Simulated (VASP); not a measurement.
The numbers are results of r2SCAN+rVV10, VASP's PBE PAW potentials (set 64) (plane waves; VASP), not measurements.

VASP ran on this input.

POSCAR:
```
InSb
1.0
  0.0000000000   3.2400000000   3.2400000000
  3.2400000000   0.0000000000   3.2400000000
  3.2400000000   3.2400000000   0.0000000000
In Sb
1 1
Cart
  0.0000000000   0.0000000000   0.0000000000
  1.6200000000   1.6200000000   1.6200000000
```

### KPOINTS
```
Automatic mesh
0
Gamma
6 6 6
0 0 0
```

### INCAR
```
ALGO = Normal
BPARAM = 11.95
CPARAM = 0.0093
EDIFF = 1E-6
EDIFFG = -0.01
ENCUT = 520
IBRION = 2
ISIF = 3
ISMEAR = 0
LASPH = .TRUE.
LCHARG = .FALSE.
LMAXMIX = 4
LMIXTAU = .TRUE.
LREAL = .FALSE.
LUSE_VDW = .TRUE.
LWAVE = .FALSE.
METAGGA = R2SCAN
NELM = 100
NSW = 60
PREC = Accurate
SIGMA = 0.05
SYSTEM = InSb
```

POTCAR, in this order: In_d Sb (PBE.64 set). Program: vasp_std.

Energy and stress use the plane-wave basis of the starting cell. Unless said otherwise, spin-orbit coupling is left out, though it shifts the bands of the heavy elements here.

### Question
What does the run give for the energy per atom (σ→0), volume per atom, band gap (on the k-mesh)?

### Answer

```json
{
 "energy per atom (σ→0)": "-24.075 eV/atom",
 "band gap (on the k-mesh)": "0.09 eV",
 "volume_per_atom": "34.77 Å³/atom"
}
```

OSZICAR:
```
...
DAV:   4    -0.481502003402E+02   -0.14397E-03   -0.81727E-04   416   0.298E-01    0.117E-01
DAV:   5    -0.481498274699E+02    0.37287E-03   -0.77535E-04   416   0.307E-01    0.440E-02
DAV:   6    -0.481497987166E+02    0.28753E-04   -0.16895E-03   416   0.478E-01    0.246E-02
DAV:   7    -0.481502358921E+02   -0.43718E-03   -0.22563E-04   416   0.157E-01    0.145E-02
DAV:   8    -0.481502633820E+02   -0.27490E-04   -0.36181E-05   426   0.679E-02    0.710E-03
DAV:   9    -0.481502715494E+02   -0.81674E-05   -0.59086E-06   426   0.303E-02    0.465E-03
DAV:  10    -0.481502712207E+02    0.32869E-06   -0.29995E-07   343   0.638E-03
   3 F= -.48150271E+02 E0= -.48150172E+02  d E =-.469840E-02
```

The compound is InSb in the zinc blende structure. This run relaxes it. Symmetry was kept, so distortions that lower it aren't found.
